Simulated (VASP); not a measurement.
Here is the system:

```
Sb
1.0
    4.01189    -2.15584     0.01756
    4.01189     2.15584     0.01756
    2.83791     0.00000     3.56222
Sb
2
Cartesian
  2.51610   0.00000   0.83332
  8.34559   0.00000   2.76402
```

Calculation: revPBE GGA, VASP's PBE PAW potentials (set 64) (plane waves; VASP). Settings: 520 eV cut-off, 7×7×7 Γ-centred mesh, Gaussian smearing of 0.050 eV, potentials Sb.

### Question
The ions and cell shape at fixed volume are relaxed. Predict the relaxed structure.

### Answer

```
Sb
1.0
    3.94237    -2.17807    -0.01899
    3.94237     2.17807    -0.01899
    2.75628     0.00000     3.56224
Sb
2
Direct
  0.23488   0.23488   0.23488
  0.76512   0.76512   0.76512
```
Space group R-3m (166), at a tolerance of 0.03 Å.

### Question
How much energy does the relaxation gain?

### Answer
The energy (σ→0) changes by -7.7 meV/atom, in 6 ionic steps.

The compound is Sb in the a7 structure. This cell is one point of a volume scan, at 0.94 of the reference volume. Symmetry was kept, so distortions that lower it aren't found.
